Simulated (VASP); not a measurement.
# HfNbSe4 (Cmmm) in VASP: single point with PBE

Aim: the single point of HfNbSe4 with PBE.

All numbers are computed with VASP 6.6.1; they aren't measurements. Logs are shortened: lines on timing, memory, paths and dates and some standing lists are left out, and cuts for length are marked.

### 1 The cell of the first run

The structure is orthorhombic, space group Cmmm (No. 65). The conventional cell has a = 5.699 Å, b = 11.218 Å, c = 4.741 Å, α = 90.00°, β = 90.00°, γ = 90.00°. Hf (site symmetry mmm) has 8 Se at 3.15 to 3.20 Å as nearest neighbours. Around Nb (site symmetry mmm) lie 14 Se at 3.45 to 3.94 Å and 4 Hf at 3.71 Å. Se (site symmetry m2m) is surrounded by 6 Se at 2.84 to 3.13 Å and 2 Hf at 3.20 Å. Around Se (site symmetry 2/m) lie 6 Se at 2.84 to 2.85 Å and 2 Hf at 3.15 Å.

The cell was built by a generator and needn't be a form met in nature.

### 2 Single point, PBE (species swapped into the SrCu4Ag type (Cmmm, No. 65))

Input file INCAR:

```
SYSTEM = HfNbSe4
ALGO = Fast ; EDIFF = 1E-6
ENCUT = 520 ; GGA = PE
ISIF = 2 ; ISMEAR = 0
LASPH = .TRUE. ; LCHARG = .TRUE.
LELF = .TRUE. ; LREAL = .FALSE.
LVHAR = .TRUE. ; LWAVE = .FALSE.
NBANDS = 32 ; NELM = 100
PREC = Accurate ; SIGMA = 0.1
```

Input file KPOINTS:

```
k-points
0
G
  4 4 4
  0 0 0
```

Input file POSCAR:

```
HfNbSe4
1.0
    2.8494074300     -5.6092138800      0.0000000000
    2.8494074300      5.6092138800      0.0000000000
    0.0000000000      0.0000000000      4.7411567900
Hf Nb Se
1 1 4
Direct
    0.0000000000      0.0000000000      0.5000000000
    0.5000000000      0.5000000000      0.0000000000
    0.1921309900      0.8078690100      0.0000000000
    0.8078690100      0.1921309900      0.0000000000
    0.0000000000      0.5000000000      0.5000000000
    0.5000000000      0.0000000000      0.5000000000
```

Potentials or basis: VASP PAW PBE potentials, release 64 (Hf_pv, Nb_sv, Se).

Run with:

```console
$ cat potpaw_PBE.64/Hf_pv/POTCAR potpaw_PBE.64/Nb_sv/POTCAR potpaw_PBE.64/Se/POTCAR > POTCAR
$ mpirun -np 1 vasp_std > vasp.out
```

OUTCAR:

```text
SYSTEM = HfNbSe4
   EDIFF = 1E-6
   ENCUT = 520
   GGA = PE
   ISIF = 2
   ISMEAR = 0
   LASPH = .TRUE.
   LREAL = .FALSE.
   NELM = 100
   PREC = Accurate

 ion  position               nearest neighbor table
   1  0.000  0.000  0.500-   5 3.15   6 3.15   5 3.15   6 3.15   3 3.20   4 3.20   3 3.20   4 3.20

   2  0.500  0.500  0.000-
   3  0.192  0.808  0.000-   1 3.20   1 3.20
   4  0.808  0.192  0.000-   1 3.20   1 3.20
   5  0.000  0.500  0.500-   1 3.15   1 3.15
   6  0.500  0.000  0.500-   1 3.15   1 3.15

  LATTYP: Found a base centered orthorhombic cell.
 ALAT       =     5.6988148600
 B/A-ratio  =     1.9685545215
 C/A-ratio  =     0.8319548725

  Lattice vectors:

 A1 = (   2.8494074300,  -5.6092138800,   0.0000000000)
 A2 = (   2.8494074300,   5.6092138800,   0.0000000000)
 A3 = (   0.0000000000,   0.0000000000,   4.7411567900)

Analysis of symmetry for initial positions (statically):
=====================================================================
 Subroutine PRICEL returns:
 Original cell was already a primitive cell.

 Routine SETGRP: Setting up the symmetry group for a
 base centered orthorhombic supercell.

 Subroutine GETGRP returns: Found  8 space group operations
 (whereof  8 operations were pure point group operations)
 out of a pool of  8 trial point group operations.

The static configuration has the point symmetry D_2h.

Analysis of symmetry for dynamics (positions and initial velocities):
=====================================================================
 Subroutine PRICEL returns:
 Original cell was already a primitive cell.

 Routine SETGRP: Setting up the symmetry group for a
 base centered orthorhombic supercell.

 Subroutine GETGRP returns: Found  8 space group operations
 (whereof  8 operations were pure point group operations)
 out of a pool of  8 trial point group operations.

The dynamic configuration has the point symmetry D_2h.

 Subroutine INISYM returns: Found  8 space group operations
 (whereof  8 operations are pure point group operations),
 and found     1 'primitive' translations

----------------------------------------------------------------------------------------

                                     Primitive cell

  volume of cell :     151.5552

  direct lattice vectors                    reciprocal lattice vectors
     2.849407430 -5.609213880  0.000000000     0.175475081 -0.089139051  0.000000000
     2.849407430  5.609213880  0.000000000     0.175475081  0.089139051  0.000000000
     0.000000000  0.000000000  4.741156790     0.000000000  0.000000000  0.210918990

  length of vectors
     6.291454764  6.291454764  4.741156790     0.196817871  0.196817871  0.210918990

  position of ions in fractional coordinates (direct lattice)
     0.000000000  0.000000000  0.500000000
     0.500000000  0.500000000  0.000000000
     0.192130990  0.807869010  0.000000000
     0.807869010  0.192130990  0.000000000
     0.000000000  0.500000000  0.500000000
     0.500000000  0.000000000  0.500000000

  ion indices of the primitive-cell ions
   primitive index   ion index
                 1           1
                 2           2
                 3           3
                 4           4
                 5           5
                 6           6

----------------------------------------------------------------------------------------

 KPOINTS: k-points

Automatic generation of k-mesh.
 Grid dimensions read from file:
 generate k-points for:    4    4    4

 Generating k-lattice:

  Cartesian coordinates                     Fractional coordinates (reciprocal lattice)
     0.043868770 -0.022284763  0.000000000     0.250000000  0.000000000  0.000000000
     0.043868770  0.022284763  0.000000000     0.000000000  0.250000000  0.000000000
     0.000000000  0.000000000  0.052729747     0.000000000  0.000000000  0.250000000

  Length of vectors
     0.049204468  0.049204468  0.052729747

  Shift w.r.t. Gamma in fractional coordinates (k-lattice)
     0.000000000  0.000000000  0.000000000

 Subroutine IBZKPT returns following result:
 ===========================================

 Found     21 irreducible k-points:

 Following reciprocal coordinates:
            Coordinates               Weight
  0.000000  0.000000  0.000000      1.000000
  0.250000  0.000000  0.000000      4.000000
  0.500000  0.000000  0.000000      2.000000
  0.250000  0.250000  0.000000      2.000000
  0.500000  0.250000  0.000000      4.000000
 -0.250000  0.250000  0.000000      2.000000
[... 13 lines left out ...]
 -0.250000  0.250000  0.500000      2.000000
  0.500000  0.500000  0.500000      1.000000
   k-points           NKPTS =     21   k-points in BZ     NKDIM =     21   number of bands    NBANDS=     32
   number of dos      NEDOS =    301   number of ions     NIONS =      6
   total plane-waves  NPLWV =  82944
   dimension x,y,z NGX =    48 NGY =   48 NGZ =   36
   dimension x,y,z NGXF=    96 NGYF=   96 NGZF=   72
   ions per type =               1   1   4
   NGX,Y,Z   is equivalent  to a cutoff of  12.68, 12.68, 12.62 a.u.
   NGXF,Y,Z  is equivalent  to a cutoff of  25.37, 25.37, 25.25 a.u.
 SYSTEM =  HfNbSe4
   PREC   = accura    normal or accurate (medium, high low for compatibility)
   ISTART =      0    job   : 0-new  1-cont  2-samecut
   ICHARG =      2    charge: 1-file 2-atom 10-const
   ISPIN  =      1    spin polarized calculation?
   LNONCOLLINEAR =      F non collinear calculations
   LSORBIT =      F    spin-orbit coupling
   LASPH  =      T    aspherical Exc in radial PAW
   ENCUT  =  520.0 eV  38.22 Ry    6.18 a.u.  11.70 11.70  8.82*2*pi/ulx,y,z
   NELM   =    100;   NELMIN=  2; NELMDL= -5     # of ELM steps
   EDIFF  = 0.1E-05   stopping-criterion for ELM
   LREAL  =      F    real-space projection
   EDIFFG = 0.1E-04   stopping-criterion for IOM
   NSW    =      0    number of steps for IOM
   IBRION =     -1    ionic relax: 0-MD 1-quasi-New 2-CG
   NFREE  =      0    steps in history (QN), initial steepest desc. (CG)
   ISIF   =      2    stress and relaxation
   ISYM   =      2    0-nonsym 1-usesym 2-fastsym
   POTIM  = 0.5000    time-step for ionic-motion
   TEBEG  =    0.0;   TEEND  =   0.0 temperature during run
   PSTRESS=    0.0 pullay stress
   NELECT =      47.0000    total number of electrons
   NUPDOWN=      -1.0000    fix difference up-down
   EMIN   =  10.00;   EMAX   =-10.00  energy-range for DOS
   EFERMI =   0.00;   METHOD = LEGACY
   ISMEAR =     0;   SIGMA  =   0.10  broadening in eV -4-tet -1-fermi 0-gaus
   EFERMI_NEDOS =   21; number of points for ismear=-14 and -15
   IALGO  =     68    algorithm
   IMIX   =      4    mixing-type and parameters
     AMIX     =   0.40;   BMIX     =  1.00
     AMIX_MAG =   1.60;   BMIX_MAG =  1.00
  volume/ion in A,a.u.               =      25.26       170.46
  Fermi-wavevector in a.u.,A,eV,Ry     =   1.108112  2.094029 16.706773  1.227913
  Thomas-Fermi vector in A             =   2.244635
   LORBIT       =      0    0 simple, 1 ext, 2 COOP (PROOUT), +10 PAW based schemes
   GGA     = PE    functional components
   LHFCALC =     F    Hartree Fock is set to
   AEXX    =    0.0000 exact exchange contribution
   IVDW    =     0    specifies the selected vdW correction
   LEPSILON=     F    determine dielectric tensor
   LRPA    =     F    only Hartree local field effects (RPA)
 non-spin polarized calculation
 RMM-DIIS sequential band-by-band and
 Gauss-broadening in eV      SIGMA  =   0.10
  energy-cutoff  :      520.00
  volume of cell :      151.56
 maximum number of plane-waves:      4100
 NGX is ok and might be reduce to    48
   NGX = 23   NGY = 23   NGZ = 17

 number of electron      47.0000001 magnetization

 Free energy of the ion-electron system (eV)
  ---------------------------------------------------
  ext. energy  EPLUGINS =         0.00000000
  ---------------------------------------------------
  free energy    TOTEN  =       -28.40535745 eV

  energy without entropy =      -28.35001378  energy(sigma->0) =      -28.37768562

 E-fermi :   5.0319     XC(G=0):  -9.9247

 val. band max:        5.0237036446   @ k =   0.5000   0.5000   0.0000
 cond. band min:       5.0365160792   @ k =   0.2500   0.0000   0.2500
 fundamental gap:      0.0128124346
 Fermi energy:         5.0318578488

 k-point     1 :       0.0000    0.0000    0.0000
  band No.  band energies     occupation
      1     -50.9562      2.00000
      2     -27.5243      2.00000
      3     -27.4004      2.00000
      4     -27.3319      2.00000
      5     -27.1340      2.00000
      6     -26.8823      2.00000
[... 24 lines left out ...]
     31       7.1029      0.00000
     32       7.3395      0.00000

 k-point     2 :       0.2500    0.0000    0.0000
  band No.  band energies     occupation
      1     -50.9562      2.00000
      2     -27.5243      2.00000
      3     -27.3999      2.00000
      4     -27.3307      2.00000
      5     -27.1341      2.00000
      6     -26.8829      2.00000
[... 24 lines left out ...]
     31       6.4886      0.00000
     32       6.8796      0.00000

 k-point     3 :       0.5000    0.0000    0.0000
  band No.  band energies     occupation
      1     -50.9562      2.00000
      2     -27.5244      2.00000
      3     -27.3993      2.00000
      4     -27.3294      2.00000
      5     -27.1342      2.00000
      6     -26.8835      2.00000
[... 24 lines left out ...]
     31       5.9312      0.00000
     32       6.0338      0.00000

 k-point     4 :       0.2500    0.2500    0.0000
  band No.  band energies     occupation
      1     -50.9562      2.00000
      2     -27.5244      2.00000
      3     -27.3993      2.00000
      4     -27.3294      2.00000
      5     -27.1342      2.00000
      6     -26.8835      2.00000
[... 24 lines left out ...]
     31       6.2864      0.00000
     32       6.7072      0.00000

 k-point     5 :       0.5000    0.2500    0.0000
  band No.  band energies     occupation
      1     -50.9562      2.00000
      2     -27.5245      2.00000
      3     -27.3998      2.00000
      4     -27.3307      2.00000
      5     -27.1342      2.00000
      6     -26.8829      2.00000
[... 479 lines left out ...]
     31       6.8615      0.00000
     32       6.8987      0.00000

 k-point    19 :       0.5000    0.2500    0.5000
  band No.  band energies     occupation
      1     -50.9562      2.00000
      2     -27.5239      2.00000
      3     -27.4043      2.00000
      4     -27.3304      2.00000
      5     -27.1341      2.00000
      6     -26.8846      2.00000
[... 24 lines left out ...]
     31       6.9704      0.00000
     32       7.1819      0.00000

 k-point    20 :      -0.2500    0.2500    0.5000
  band No.  band energies     occupation
      1     -50.9562      2.00000
      2     -27.5238      2.00000
      3     -27.4032      2.00000
      4     -27.3290      2.00000
      5     -27.1340      2.00000
      6     -26.8861      2.00000
[... 24 lines left out ...]
     31       6.7292      0.00000
     32       6.8026      0.00000

 k-point    21 :       0.5000    0.5000    0.5000
  band No.  band energies     occupation
      1     -50.9562      2.00000
      2     -27.5240      2.00000
      3     -27.4032      2.00000
      4     -27.3290      2.00000
      5     -27.1341      2.00000
      6     -26.8861      2.00000
[... 24 lines left out ...]
     31       7.3576      0.00000
     32       7.5431      0.00000

------------------------ aborting loop because EDIFF is reached ----------------------------------------

  FORCE on cell =-STRESS in cart. coord.  units (eV):
  Direction    XX          YY          ZZ          XY          YZ          ZX
  --------------------------------------------------------------------------------------
  -------------------------------------------------------------------------------------
  Total       -3.2431383    -16.8144465     -1.9401000     -0.0000000      0.0000000      0.0000000
  in kB      -34.2850819   -177.7551905    -20.5099132     -0.0000000      0.0000000      0.0000000
  external PRESSURE =     -77.5167286 kB  Pullay stress =       0.0000000 kB

 VOLUME and BASIS-vectors are now :
 -----------------------------------------------------------------------------
  energy-cutoff  :      520.00
  volume of cell :      151.56
      direct lattice vectors                 reciprocal lattice vectors
     2.849407430 -5.609213880  0.000000000     0.175475081 -0.089139051  0.000000000
     2.849407430  5.609213880  0.000000000     0.175475081  0.089139051  0.000000000
     0.000000000  0.000000000  4.741156790     0.000000000  0.000000000  0.210918990

 POSITION                                       TOTAL-FORCE (eV/Angst)
 -----------------------------------------------------------------------------------
      0.00000      0.00000      2.37058         0.000000      0.000000      0.000000
      2.84941      0.00000      0.00000        -0.000000      0.000000      0.000000
      2.84941      3.45381      0.00000         0.000000      1.844054      0.000000
      2.84941     -3.45381      0.00000         0.000000     -1.844054      0.000000
      1.42470      2.80461      2.37058         0.000000      0.000000      0.000000
      1.42470     -2.80461      2.37058        -0.000000      0.000000      0.000000
 -----------------------------------------------------------------------------------
    total drift:                                0.000000      0.000000      0.000000

  FREE ENERGIE OF THE ION-ELECTRON SYSTEM (eV)
  ---------------------------------------------------
  free  energy   TOTEN  =       -28.4053574500 eV

  energy  without entropy=      -28.3500137820  energy(sigma->0) =      -28.37768562
```

Wall time 6 min (1 thread of AMD EPYC 7R13 (Zen 3), shared host); peak memory 0.31 GiB.

Results:

```yaml
Free_energy: -28.4054 eV
Pressure: -7.8 GPa
Largest_force: 1.844 eV/Å
Band_gap_on_the_k_mesh: none (metal or under the smearing width)
```

Forces on the atoms (eV/Å):
```
Hf   0.000  0.000  0.000
Nb   0.000  0.000  0.000
Se   0.000  1.844  0.000
Se   0.000 -1.844  0.000
Se   0.000  0.000  0.000
Se   0.000  0.000  0.000
```

Levels at points of the mesh, in eV from the Fermi level:
```
           k point  band 22  band 23  band 24  band 25  band 26  band 27
(0.00, 0.00, 0.00)    -0.94    -0.38    -0.26     0.10     0.15     0.25
(0.50, 0.00, 0.00)    -0.60    -0.43    -0.14    -0.03     0.10     0.23
(0.50, 0.50, 0.00)    -0.52    -0.34    -0.01     0.18     0.49     0.59
(0.00, 0.00, 0.50)     0.03     0.17     0.17     0.39     0.57     0.82
(0.50, 0.00, 0.50)    -0.21    -0.02     0.09     0.23     0.27     0.40
(0.50, 0.50, 0.50)    -0.42    -0.23    -0.18     0.18     0.23     0.55
```

Caveat: forces of over 1 eV/Å show positions far from the minimum, so gaps and moduli don't describe the material at rest. The run has no spin-orbit coupling, so splittings on Hf are missing.
